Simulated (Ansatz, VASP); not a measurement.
## AlN in two plane-wave programs

One calculation is typed for both programs; each brings its own data sets. How far apart do they land? The cell is taken from a series of runs on this material, whose earlier steps may have relaxed, scaled, displaced or heated it; both programs get it as it stands.

Calculated with Ansatz 0.2.0; plane waves, with VASP 6.6.1 beside it; relaxation of cell and atoms at LDA and zone-centre phonons at LDA.

**1. Set-up**

The structure is cubic, space group F-43m (No. 216). The conventional cell has a = 4.342 Å, b = 4.342 Å, c = 4.342 Å, α = 90.00°, β = 90.00°, γ = 90.00°. Al has 4 N at 1.88 Å nearest. N has 4 Al at 1.88 Å nearest. Farther neighbours and most contacts between anions are not listed.

Structure file:

```xyz
2
Lattice="0.0000 2.1711 2.1711 2.1711 0.0000 2.1711 2.1711 2.1711 0.0000" Properties=species:S:1:pos:R:3 pbc="T T T"
Al    0.0000    0.0000    0.0000
N     3.2567    3.2567    3.2567
```

**2. VASP: relaxation of cell and atoms, LDA**

The relaxed volume is the usual yardstick between codes: in a stiff, nearly cubic crystal its relative difference is about their pressure difference at one cell divided by the bulk modulus.

Lines of VASP's logs that name or quote its potential files are left out, and so is its time.

INCAR reads:

```
SYSTEM = AlN
PREC = Accurate
ENCUT = 600
EDIFF = 1E-07
NELM = 120
ISMEAR = 0
SIGMA = 0.01
LREAL = .FALSE.
ALGO = Normal
GGA = CA
NBANDS = 10
LORBIT = 11
LWAVE = .FALSE.
LCHARG = .FALSE.
ISIF = 3
IBRION = 2
NSW = 80
EDIFFG = -0.005
LASPH = .TRUE.
GGA_COMPAT = .FALSE.
NELMIN = 4
EFERMI = MIDGAP
KPAR = 2
```

POSCAR reads:

```
AlN
1.0
    0.0000000000      2.1711280000      2.1711280000
    2.1711280000      0.0000000000      2.1711280000
    2.1711280000      2.1711280000      0.0000000000
Al N
1 1
Direct
    0.0000000000      0.0000000000      0.0000000000
    0.7499997697      0.7499997697      0.7499997697
```

KPOINTS reads:

```
Automatic mesh
0
Gamma
8 8 8
0 0 0
```

PAW data sets: Al and N (LDA family, release 64).

Launch:

```sh
> mpirun -np 2 vasp_std
```

Numbers of over 12 decimals in the logs are rounded to 6 here.

What it wrote:

```text
[banner, memory and clock lines left out]
running    2 mpi-ranks, on    1 nodes
 distrk:  each k-point on    1 cores,    2 groups
 distr:  one band on    1 cores,    1 groups

 POSCAR found type information on POSCAR AlN
 POSCAR found :  2 types and       2 ions
 LDA part: xc-table for (Slater(with rela. corr.)+CA(PZ))
 , standard interpolation
 POSCAR, INCAR and KPOINTS ok, starting setup
 FFT: planning ... GRIDC
 FFT: planning ... GRID_SOFT
 FFT: planning ... GRID
 WAVECAR not read
 entering main loop
       N       E                     dE             d eps       ncg     rms          rms(c)
DAV:   1     0.959355520152E+01    0.95936E+01   -0.43187E+03   596   0.759E+02
DAV:   2    -0.181714576604E+02   -0.27765E+02   -0.27041E+02   708   0.136E+02
DAV:   3    -0.189393271289E+02   -0.76787E+00   -0.76665E+00   676   0.216E+01
DAV:   4    -0.189428826367E+02   -0.35555E-02   -0.35553E-02   654   0.177E+00
DAV:   5    -0.189429158720E+02   -0.33235E-04   -0.33235E-04   656   0.165E-01    0.874E+00
DAV:   6    -0.164511671511E+02    0.24917E+01   -0.13256E+01   604   0.193E+01    0.299E+00
DAV:   7    -0.164050225419E+02    0.46145E-01   -0.93127E-02   638   0.271E+00    0.193E+00
DAV:   8    -0.163761794432E+02    0.28843E-01   -0.28432E-02   616   0.163E+00    0.355E-01
DAV:   9    -0.163758873127E+02    0.29213E-03   -0.10913E-03   646   0.226E-01    0.179E-01
DAV:  10    -0.163759077916E+02   -0.20479E-04   -0.54230E-05   638   0.563E-02    0.407E-02
DAV:  11    -0.163759066658E+02    0.11258E-05   -0.12547E-06   660   0.813E-03    0.780E-03
DAV:  12    -0.163759066674E+02   -0.16931E-08   -0.32773E-08   376   0.154E-03
   1 F= -.16375907E+02 E0= -.16375907E+02  d E =-.163759E+02
 curvature:   0.00 expect dE= 0.000E+00 dE for cont linesearch  0.000E+00
 trial: gam= 0.00000 g(F)=  0.104E-39 g(S)=  0.357E-03 ort = 0.000E+00 (trialstep = 0.100E+01)
 search vector abs. value=  0.357E-03
 bond charge predicted
       N       E                     dE             d eps       ncg     rms          rms(c)
DAV:   1    -0.163765195162E+02   -0.61285E-03   -0.14980E-02   592   0.100E+00    0.167E-01
DAV:   2    -0.163759354649E+02    0.58405E-03   -0.32135E-03   592   0.322E-01    0.379E-02
DAV:   3    -0.163759250622E+02    0.10403E-04   -0.41770E-05   600   0.580E-02    0.140E-02
DAV:   4    -0.163759191941E+02    0.58681E-05   -0.26408E-06   620   0.104E-02    0.610E-03
DAV:   5    -0.163759184568E+02    0.73725E-06   -0.65669E-07   622   0.497E-03    0.319E-03
DAV:   6    -0.163759184537E+02    0.31534E-08   -0.68554E-09   308   0.681E-04
   2 F= -.16375918E+02 E0= -.16375918E+02  d E =-.117862E-04
 trial-energy change:   -0.000012  1 .order   -0.000010   -0.000357    0.000337
 step:   0.5185(harm=  0.5139)  dis= 0.00000  next Energy=   -16.375999 (dE=-0.927E-04)
 bond charge predicted
       N       E                     dE             d eps       ncg     rms          rms(c)
DAV:   1    -0.163761387887E+02   -0.22033E-03   -0.34637E-03   592   0.483E-01    0.806E-02
DAV:   2    -0.163760035080E+02    0.13528E-03   -0.74069E-04   592   0.155E-01    0.184E-02
DAV:   3    -0.163760010869E+02    0.24211E-05   -0.97338E-06   598   0.280E-02    0.681E-03
DAV:   4    -0.163759997318E+02    0.13551E-05   -0.60420E-07   622   0.496E-03    0.297E-03
DAV:   5    -0.163759995598E+02    0.17199E-06   -0.15103E-07   520   0.239E-03    0.151E-03
DAV:   6    -0.163759995592E+02    0.63193E-09   -0.21018E-09   302   0.378E-04
   3 F= -.16376000E+02 E0= -.16376000E+02  d E =-.928918E-04
 curvature:  -0.26 expect dE=-0.789E-09 dE for cont linesearch -0.789E-09
 trial: gam= 0.00000 g(F)=  0.959E-40 g(S)=  0.307E-08 ort =-0.105E-05 (trialstep = 0.904E+00)
 search vector abs. value=  0.317E-08
 reached required accuracy - stopping structural energy minimisation
```

Parts of OUTCAR (step 2):

```text
ion  position               nearest neighbor table
   1  0.000  0.000  0.000-   2 1.88   2 1.88   2 1.88   2 1.88
   2  0.750  0.750  0.750-   1 1.88   1 1.88   1 1.88   1 1.88

  LATTYP: Found a face centered cubic cell.
 ALAT       =     4.3422560000

 Subroutine GETGRP returns: Found 24 space group operations
 (whereof 24 operations were pure point group operations)

The static configuration has the point symmetry T_d .

 Found     29 irreducible k-points:

   k-points           NKPTS =     29   k-points in BZ     NKDIM =     29   number of bands    NBANDS=     10

   dimension x,y,z NGX =    28 NGY =   28 NGZ =   28
   dimension x,y,z NGXF=    56 NGYF=   56 NGZF=   56

   ENCUT  =  600.0 eV  44.10 Ry    6.64 a.u.   6.13  6.13  6.13*2*pi/ulx,y,z

   NELECT =       8.0000    total number of electrons

 k-points in reciprocal lattice and weights: Automatic mesh
   0.00000000  0.00000000  0.00000000       0.002
   0.12500000  0.00000000  0.00000000       0.016
   0.25000000  0.00000000  0.00000000       0.016
   0.37500000  0.00000000  0.00000000       0.016
   0.50000000  0.00000000  0.00000000       0.008
   0.12500000  0.12500000  0.00000000       0.012
   0.25000000  0.12500000  0.00000000       0.047
   0.37500000  0.12500000  0.00000000       0.047
   0.50000000  0.12500000  0.00000000       0.047
[...]
-0.37500000  0.50000000  0.12500000       0.023
  -0.25000000  0.50000000  0.25000000       0.012

 average (electrostatic) potential at core
       1 -69.7024       2 -59.7372

 E-fermi :   7.4665

 k-point     1 :       0.0000    0.0000    0.0000
  band No.  band energies     occupation
      1      -9.0604      2.00000
      2       5.8516      2.00000
      3       5.8516      2.00000
      4       5.8516      2.00000
      5      10.2215      0.00000
      6      18.3339      0.00000
      7      18.3339      0.00000
      8      18.3339      0.00000
      9      23.4950      0.00000
    ...

 k-point     2 :       0.1250    0.0000    0.0000
  band No.  band energies     occupation
      1      -8.8241      2.00000
      2       4.6759      2.00000
      3       5.7718      2.00000
      4       5.7718      2.00000
      5      11.1342      0.00000
      6      17.7710      0.00000
      7      18.5076      0.00000
      8      18.5076      0.00000
      9      21.9460      0.00000
    ...

 k-point     3 :       0.2500    0.0000    0.0000
  band No.  band energies     occupation
      1      -8.1723      2.00000
      2       2.5653      2.00000
      3       5.5921      2.00000
      4       5.5921      2.00000
      5      12.4068      0.00000
      6      16.7818      0.00000
      7      18.0983      0.00000
      8      18.0983      0.00000
      9      22.0696      0.00000
    ...

  Total       -0.0002061     -0.0002061     -0.0002061      0.0000000      0.0000000      0.0000000
  in kB       -0.0160866     -0.0160866     -0.0160866      0.0000000      0.0000000      0.0000000
  external PRESSURE =      -0.0160866 kB  Pullay stress =       0.0000000 kB

  energy-cutoff  :      600.00
  volume of cell :       20.52
      direct lattice vectors                 reciprocal lattice vectors
    -0.000000000  2.173034072  2.173034072    -0.230093033  0.230093033  0.230093033
     2.173034072  0.000000000  2.173034072     0.230093033 -0.230093033  0.230093033
     2.173034072  2.173034072 -0.000000000     0.230093033  0.230093033 -0.230093033

 POSITION                                       TOTAL-FORCE (eV/Angst)
 -----------------------------------------------------------------------------------
      0.00000      0.00000      0.00000         0.000000      0.000000      0.000000
      3.25955      3.25955      3.25955        -0.000000     -0.000000     -0.000000
 -----------------------------------------------------------------------------------
    total drift:                                0.000714      0.000714      0.000714

  FREE ENERGIE OF THE ION-ELECTRON SYSTEM (eV)
  ---------------------------------------------------
  free  energy   TOTEN  =       -16.3759995592 eV

  energy  without entropy=      -16.3759995592  energy(sigma->0) =      -16.37599956

 reached required accuracy - stopping structural energy minimisation

 total charge
# of ion       s       p       d       tot
------------------------------------------
    1        0.379   0.465   0.000   0.844
    2        1.209   2.618   0.000   3.827
--------------------------------------------------
tot          1.588   3.083   0.000   4.671

[... 3 further parts left out ...]
```

CONTCAR:

```
AlN
   1.00000000000000
    -0.0000000000000000    2.1730340724059509    2.1730340724059509
     2.1730340724059509    0.0000000000000000    2.1730340724059509
     2.1730340724059509    2.1730340724059509   -0.0000000000000000
  Al              N
     1     1
Direct
     0.0000000000000000    0.0000000000000000    0.0000000000000000
     0.7499997696999969    0.7499997696999969    0.7499997696999969
```

**3. Ansatz: relaxation of cell and atoms, LDA**

Ansatz runs on its default PAW (the set named soft_2) files.

The same cell, functional (in two slightly different forms) and mesh now go to Ansatz, which takes its cutoff from its data sets.

input.yaml reads:

```yaml
crystal:
  lattice:
    - [0.0, 2.1711276015, 2.1711276015]
    - [2.1711276015, 0.0, 2.1711276015]
    - [2.1711276015, 2.1711276015, 0.0]
  atoms:
    - { symbol: Al, position: [0.0, 0.0, 0.0] }
    - { symbol: "N", position: [0.75, 0.75, 0.75] }
kpoints:
  mp_grid: { grid: [8, 8, 8] }
hamiltonian:
  xc: lda
scf:
  occupations: { method: fixed }
output:
  forces: true
  stress: true
  eigenvalues: true
relax:
  adjacent_minimum: "off"
  f_tol: 0.001
  max_steps: 60
  cell: { stress_tol: 0.01 }
```

Launch:

```sh
> ansatz run input.yaml --threads 4 --pin off --max-ram 7168MiB --backend cpu --events-out ev --progress --plain --runs-dir out
```

What it wrote:

```text
Engine: ansatz 0.2.0, aarch64-unknown-linux-gnu
Pseudopotentials: kind: paw
Pseudopotential: Al, paw, valence charge 3, recommended cutoff 420 eV (normal), Al.paw.azcp
Pseudopotential: N, paw, valence charge 5, recommended cutoff 420 eV (normal), N.paw.azcp
Functional definition: SPW92
  exchange = slater_x
  correlation = pw_c
Crystal: 2 atoms, lattice volume = 20.469 Å³
Basis set: ecut = 420 eV, 411 PW (Γ)
Bands: 8, of which v1, the nominal top of the filled ones, is band 4 counted from 1 (3 counted from 0)
Symmetry: 24 space group operations
Space group: F-43m (ITA 216), of the structure as read, at distance tolerance 2.7e-5 Å
k-points: 29 of 512 (time reversal used)
Non-local potential: Al, projectors of the file, l = 0: 2, l = 1: 2, l = 2: 1
Non-local potential: N, projectors of the file, l = 0: 2, l = 1: 2, l = 2: 1
PAW form: soft (Blöchl's): semilocal exchange-correlation on the pseudo side does not see the compensation charge
PAW frozen core: Al, regenerated for the run's functional, and the local potential with it (the file was generated under x = pbe(κ = 0.804, μ = 0.219515), c = pbe(β = 0.066725))
PAW frozen core: N, regenerated for the run's functional, and the local potential with it (the file was generated under x = pbe(κ = 0.804, μ = 0.219515), c = pbe(β = 0.066725))
PAW one-centre angular grid: Al, 110 points (default); XC on 64 Gauss nodes
PAW one-centre angular grid: N, 110 points (default); XC on 64 Gauss nodes
Initial density: superposition of atomic densities (neutral atoms: chi_scale 0, normalization atom), corrected by the library's trained network
Initial wavefunctions: pseudopotential atomic-orbital guess
Functional: x = slater, c = lda
SCF iter   1: F=—  HF=-889.817345 eV  |F-HF|=—  |Δ(HF+E_count)|=         —  Δρ=8.92e-3  dr2=1.84e-2  ethr=1.77e-3  ⟨swp⟩=4.6  Hψ=1551  notcnv=0  defer=4
preconditioner: auto → none  [insulator: Δε(μ)=3.117 eV  Ē_g=15.319 eV  n_scr=0 (ndim 8)  ℏωp=23.2 eV  f_vac=0.000  ε∞_Penn≈3.3]
SCF iter   2: F=—  HF=-889.812513 eV  |F-HF|=—  |Δ(HF+E_count)|=   4.83e-3  Δρ=4.81e-3  dr2=2.61e-3  ethr=2.30e-4  ⟨swp⟩=2.4  Hψ=556  notcnv=0  defer=56
SCF iter   3: F=—  HF=-889.811664 eV  |F-HF|=—  |Δ(HF+E_count)|=   8.49e-4  Δρ=1.50e-3  dr2=1.79e-4  ethr=3.27e-5  ⟨swp⟩=2.6  Hψ=382  notcnv=0  defer=50
SCF iter   4: F=—  HF=-889.811581 eV  |F-HF|=—  |Δ(HF+E_count)|=   8.34e-5  Δρ=1.09e-4  dr2=9.42e-7  ethr=2.24e-6  ⟨swp⟩=2.9  Hψ=356  notcnv=0  defer=41
SCF iter   5: F=—  HF=-889.811579 eV  |F-HF|=—  |Δ(HF+E_count)|=   1.92e-6  Δρ=5.43e-6  dr2=2.36e-9  ethr=1.18e-8  ⟨swp⟩=1.9  Hψ=264  notcnv=0
SCF iter   6: F=-889.811579 eV  HF=-889.811579 eV  |F-HF|=5.00e-12  |Δ(HF+E_count)|=  9.77e-10  Δρ=4.36e-7  dr2=1.07e-11  ethr=2.95e-11  ⟨swp⟩=2.6  Hψ=1110  notcnv=0
SCF 1 converged in 6 iterations: F = -889.811579 eV  dr2 = 1.07e-11
  greatest PAW one-centre occupation: 0.782 electrons in one spin orbital (limit 2), on the N atom at site 1 (counted from 0), in its partial waves of l = 0
relax step   1: F+E_penalty+E_count = -889.81157902 eV  Δ(F+E_penalty+E_count) = +0.000e0 eV  max|allowed force component| = 1.758e-16 eV/Å  Δτ_max = 0.0000 Å  P = -0.001 GPa  Ω = 20.469 Å³  (6 SCF iters, dr2 threshold 1.00e-7 eV, accepted)
Initial density: handed on by an earlier stage of this run
Initial wavefunctions: pseudopotential atomic-orbital guess (no wavefunctions were taken with the density)
iter 1 solved again at ethr=3.66e-8 eV; its pass at ethr=3.10e-3 eV (dr2=2.93e-6 eV) is discarded
SCF iter   1: F=—  HF=-889.811579 eV  |F-HF|=—  |Δ(HF+E_count)|=         —  Δρ=4.09e-7  dr2=1.04e-11  ethr=3.66e-8  ⟨swp⟩=2.9  Hψ=2185  notcnv=0  defer=26
eigensolver tolerance schedule: the retry pair's looser diagonalisation over-reported the residual by 280624.89 of it (diagonalisation noise at an unbounded share of the residual, at the tolerance the schedule requests for it); recorded, not acted on — ethr = c·dr2/N_el stays at c = 1.0e-1
preconditioner: auto → none  [insulator: Δε(μ)=3.252 eV  Ē_g=15.388 eV  n_scr=0 (ndim 8)  ℏωp=23.2 eV  f_vac=0.000  ε∞_Penn≈3.3]
SCF iter   2: F=—  HF=-889.811579 eV  |F-HF|=—  |Δ(HF+E_count)|=   4.23e-8  Δρ=2.54e-7  dr2=3.73e-12  ethr=1.30e-13 (applied; sched 1.00e-12)  ⟨swp⟩=3.4  Hψ=433  notcnv=0  defer=6
SCF iter   3: F=—  HF=-889.811579 eV  |F-HF|=—  |Δ(HF+E_count)|=  2.50e-12  Δρ=1.54e-7  dr2=4.53e-12  ethr=4.67e-14 (applied; sched 1.00e-12)  ⟨swp⟩=2.0  Hψ=337  notcnv=0  defer=6
SCF iter   4: F=-889.811579 eV  HF=-889.811579 eV  |F-HF|=2.27e-13  |Δ(HF+E_count)|=  1.14e-12  Δρ=1.35e-8  dr2=1.67e-14  ethr=1.00e-12  ⟨swp⟩=3.9  Hψ=1284  notcnv=0
SCF 2 converged in 4 iterations: F = -889.811579 eV  dr2 = 1.67e-14
relax step   2: F+E_penalty+E_count = -889.81157902 eV  Δ(F+E_penalty+E_count) = -2.274e-13 eV  max|allowed force component| = 1.850e-16 eV/Å  Δτ_max = 0.0000 Å  P = -0.001 GPa  Ω = 20.469 Å³  stress off target by 6.33e-4 GPa  SCF on the basis re-selected at this cell (its energy is not comparable with the rows above)  (4 SCF iters)
basis re-selected at this cell: Δ(F+E_penalty+E_count) = -2.274e-13 eV, ΔP = -0.000 GPa vs the last step (what re-selecting the basis moved, of the pressure what is left beyond the Pulay correction that the steps carried, after the strain that the cell walked since its last selection, with what the two solves' SCF thresholds leave and, on support functions, any second-order correction that the steps lacked; it is no  [...]
SCF converged after 4 iterations
Free energy (F): -889.811579 eV
Harris-Foulkes:  -889.811579 eV  (|F-HF|=2.27e-13)
Internal energy: -889.811579 eV  (E = F + TS)
E sigma→0 (E₀):  -889.811579 eV
Fermi energy:    6.862143 eV
--- Per-component energies (eV) ---
  E_band       = 14.570671
  E_kinetic    = 159.559143
  E_local      = -221.803070  (includes V_loc(G=0)·N_el)
  E_nonlocal   = 57.685008
  E_hartree    = 75.840576
  E_xc         = -100.757925
  E_vxc        = -107.781766  (∫ρ·V_xc dr)
  E_paw        = -562.109952  (= ΣΔE_a)
  E_vpaw       = -24.769882  (= ΣTr[D̂ρ^β])
  E_aug_tail   = 0.000090  (compensation charges beyond the density's cutoff)
  E_ewald      = -298.361208
  E_core_change = 0.135761  (= ΣΔE_core)
  E_smearing   = -0.000000  (= −TS)
  E_closure    = -0.000000  (closes the sum)
  Σ components = -889.811579   (vs F -889.811579, Δ=0.00e0)
--- Forces (eV/Å), atoms counted from 1 ---
  atom   1  Al    -0.00000000     0.00000000     0.00000000
  atom   2  N      0.00000000     0.00000000     0.00000000
  max |Σ_I F_I| component: 1.48e-16 eV/Å
--- Stress (GPa, compression-positive) ---
       -0.000633       0.000000      -0.000000
        0.000000      -0.000633       0.000000
       -0.000000       0.000000      -0.000633
  P = ⅓ Tr σ = -0.0006 GPa (-0.006 kbar)
--- Band table (eV; the first three rows and the last of 29) ---
  k-point 0: bands = ["-8.0566", "6.8621", "6.8621", "6.8621", "11.2501", "19.3951", "19.3951", "19.3951"]
  k-point 1: bands = ["-7.8200", "5.6892", "6.7833", "6.7833", "12.1644", "18.8295", "19.5663", "19.5663"]
  k-point 2: bands = ["-7.1674", "3.5793", "6.6045", "6.6045", "13.4410", "17.8314", "19.1411", "19.1411"]
  k-point 28: bands = ["-5.1507", "3.0285", "3.3331", "4.1063", "12.8668", "18.2020", "18.8665", "19.0893"]
--- Relaxed structure (1 steps of the walk, 1 accepted, 1 SCFs on fresh bases) ---
  F+E_penalty+E_count = -889.81157902 eV   max|allowed force component| = 1.850e-16 eV/Å   (the final SCF, on the basis selected at the relaxed cell)
  cell:  # Å, volume = 20.4685 Å³
    - [0.0, 2.1711276015, 2.1711276015]
    - [2.1711276015, 0.0, 2.1711276015]
    - [2.1711276015, 2.1711276015, 0.0]
  atoms:
    - { symbol: Al, position: [0.0, 0.0, 0.0] }
    - { symbol: N, position: [0.75, 0.75, 0.75] }
```

The column dr2 measures how far the density is from self-consistency, as an energy; F and HF (Harris–Foulkes) agree once it is small.

**4. Differences**

Known differences besides the potentials themselves: the two LDA forms differ slightly; fixed occupations in Ansatz, narrow Gaussian smearing in VASP; the cutoff is 420 eV in Ansatz and 600 eV in VASP; VASP's log shows a relativistic correction to its local exchange, Ansatz's none; Ansatz adds a Pulay correction to the stress that steers its cell, VASP none. Total energies have different zeros and are not compared.

The two programs side by side:

```csv
quantity,Ansatz,VASP,difference
volume (Å³),20.47,20.52,-0.26 %
"edge a after relaxation, in the typed setting (Å)",3.070,3.073,-0.09 %
```

(Continued in part 2 of 2.)

[Lines on the potential files, build, host, timing and source positions are cut from VASP's logs without a mark.]

[Logs are printed without paths, hosts, clocks, repeated set-up lines and the standing remarks that a program may print on its own settings, such as how far it seeks lower states.]

[Hosts, paths, dates, database ids (printed as entryN), source tags and the programs' standing remarks are cut or masked in the printed files.]
